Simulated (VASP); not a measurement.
Level of theory: PBE GGA, VASP's PBE PAW potentials (set 64) (plane waves; VASP).

The input files of a VASP run:

**INCAR**
```
ALGO = Normal
EDIFF = 1E-6
ENCUT = 520
GGA = PE
ISIF = 2
ISMEAR = 0
ISYM = 0
LASPH = T
LCHARG = F
LMAXMIX = 4
LREAL = F
LWAVE = F
NELM = 100
PREC = Accurate
SIGMA = 0.05
SYSTEM = SnO
```

File KPOINTS:
```
K-points
0
gamma
6 6 4
0 0 0
```

### POSCAR
```
SnO
1
    2.8740400000    -2.1003070000     0.0000000000
    2.8740400000     2.1003070000     0.0000000000
   -1.0431720000     0.0000000000     6.2071250000
Sn O
2 2
Direct
  0.0000000000   0.5000000000   0.0000000000
  0.5000000000   0.0000000000   0.5000000000
  0.5816000000   0.4184000000   0.2500000000
  0.4184000000   0.5816000000   0.7500000000
```

POTCAR, in this order: Sn_d O (PBE.64 set). Program: vasp_std.

Unless said otherwise, spin-orbit coupling is left out, though it shifts the bands of the heavy elements here.

**Question.** Estimate the energy per atom (σ→0), pressure, largest force, band gap (on the k-mesh).

**Answer.** 
The energy per atom (σ→0) is -5.169 eV/atom and the band gap (on the k-mesh) is none (metal, semimetal or under 0.01 eV). The pressure is -3.55 GPa and the largest force comes out as 0.191 eV/Å.

OSZICAR:
```
...
DAV:   8    -0.206901750235E+02    0.24205E-01   -0.44522E-01  4464   0.443E+00    0.804E-01
DAV:   9    -0.206788348371E+02    0.11340E-01   -0.92317E-02  5584   0.219E+00    0.283E-01
DAV:  10    -0.206787143819E+02    0.12046E-03   -0.27891E-02  4824   0.112E+00    0.198E-01
DAV:  11    -0.206781944131E+02    0.51997E-03   -0.45167E-03  5328   0.438E-01    0.268E-02
DAV:  12    -0.206782265956E+02   -0.32182E-04   -0.30390E-04  4064   0.122E-01    0.121E-02
DAV:  13    -0.206782268996E+02   -0.30400E-06   -0.22286E-05  5568   0.416E-02    0.617E-03
DAV:  14    -0.206782263255E+02    0.57407E-06   -0.30687E-06  3200   0.116E-02
   1 F= -.20678226E+02 E0= -.20677604E+02  d E =-.124488E-02
```

The structure was generated: SnO was put into the tenorite type (C2/c), which need not be its known phase. The cell was not relaxed at this level. The k-mesh is coarse (spacing up to 0.31 per Å, 2π included), so the numbers may not be converged in it. The run is one of a series of settings (ISYM = 0 against the base run), some of them coarse on purpose.
